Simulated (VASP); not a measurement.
Ge: relaxation of cell and atoms with PBEsol

The system is Ge.

```xyz
2
Lattice="0.0000 2.8289 2.8289 2.8289 0.0000 2.8289 2.8289 2.8289 0.0000" Properties=species:S:1:pos:R:3 pbc="T T T"
Ge    0.0000    0.0000    0.0000
Ge    1.4145    1.4145    1.4145
```

```json
{
 "Program": "VASP 6.6.1",
 "Task": "relaxation of cell and atoms",
 "Functional": "PBEsol",
 "Potentials or basis": "VASP PAW PBE potentials, release 64 (Ge_d)",
 "Cutoff": "520 eV",
 "k mesh": "10 × 10 × 10",
 "Occupations": "gaussian, width 0.02 eV",
 "Spin": "no spin polarisation",
 "Further INCAR settings": "ALGO = Normal; EDIFF = 1e-07; IBRION = 2; EDIFFG = -0.002; NSW = 80; ISIF = 3"
}
```

- Relaxed volume: 22.82 Å³/atom
- Relaxed cell: a = 4.011 Å, b = 4.011 Å, c = 4.011 Å, α = 60.00°, β = 60.00°, γ = 60.00°
- Space group after relaxing (to 0.05 Å): Fd-3m (No. 227)
- Energy gained by relaxing: 0.3 meV/atom
- Ionic steps: 5
- Pressure after relaxing: 0.0 GPa
- Band gap on the k mesh: none (metal or under the smearing width)

Step by step:
| step | energy change (eV) | largest force (eV/Å) | pressure (GPa) | volume (Å³) |
| --- | --- | --- | --- | --- |
| 1 | 0.0000 | 0.0000 | 0.54 | 45.28 |
| 2 | -0.0006 | 0.0000 | -0.10 | 45.78 |
| 3 | -0.0007 | 0.0000 | -0.06 | 45.67 |
| 4 | -0.0007 | 0.0000 | 0.03 | 45.63 |
| 5 | -0.0007 | 0.0000 | -0.01 | 45.64 |

Final structure:
```yaml
crystal:
  lattice:
    - [0.00000, 2.83653, 2.83653]
    - [2.83653, 0.00000, 2.83653]
    - [2.83653, 2.83653, 0.00000]
  atoms:
    - { symbol: Ge, position: [0.00000, 0.00000, 0.00000] }
    - { symbol: Ge, position: [0.25000, 0.25000, 0.25000] }
```

Levels at points of the mesh, in eV from the Fermi level:
```csv
k point,band 12,band 13,band 14,band 15,band 16,band 17
"(0.00, 0.00, 0.00)",-0.09,-0.01,-0.01,-0.01,2.52,2.52
"(0.50, 0.00, 0.00)",-7.60,-1.40,-1.40,0.09,3.70,3.70
"(0.50, 0.50, 0.00)",-8.88,-3.07,-3.07,0.67,0.67,9.42
```

Run time: 43 s on 4 MPI ranks on AMD EPYC 7R13 Processor (Zen 3), with other jobs on the host, peak memory 0.16 GiB a rank.

Caveat: the PAW data sets were made with another functional, which shifts forces and pressure a little; this crystal is a semiconductor, whose small gap the functional closes, so the metal is an error of the method. Zero-point motion and thermal expansion aren't in these numbers.
